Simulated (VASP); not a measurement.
Given:

```
CELL_PARAMETERS angstrom
      0.00000     3.26732     3.26732
      3.26732     0.00000     3.26732
      3.26732     3.26732     0.00000
ATOMIC_POSITIONS crystal
  Sr 0.00000 0.00000 0.00000
  Te 0.50000 0.50000 0.50000
```

Computed with LDA (Ceperley-Alder, Perdew-Zunger), VASP's LDA PAW potentials (set 64) (plane waves; VASP). Settings: 500 eV cut-off, 7×7×7 Γ-centred mesh, Gaussian smearing of 0.050 eV, potentials Sr_sv Te.

Energy and stress use the plane-wave basis of the starting cell.

Q: The ions, cell shape and volume at an external pressure of 5.0 GPa are relaxed. Which structure does the run end with?

A: 
```
CELL_PARAMETERS angstrom
      0.00000     3.15846     3.15846
      3.15846     0.00000     3.15846
      3.15846     3.15846     0.00000
ATOMIC_POSITIONS crystal
  Sr 0.00000 0.00000 0.00000
  Te 0.50000 0.50000 0.50000
```
Space group Fm-3m (225), at a tolerance of 0.03 Å.

Q: How do energy and volume change from the first to the last step?

A: The energy (σ→0) changes by +48.1 meV/atom and the volume by -9.7 %, in 3 ionic steps.

```
step  E(σ→0) (eV)  max force (eV/Å)  pressure (GPa)  volume (Å³)
----  -----------  ----------------  --------------  -----------
1         -9.2592             0.000            0.02        69.76
2         -9.0067             0.000            8.95        59.37
3         -9.1629             0.000            4.98        63.02
```

The compound is SrTe in the rock salt structure. This run relaxes it under an external pressure of 5 GPa. Symmetry was kept, so distortions that lower it aren't found.
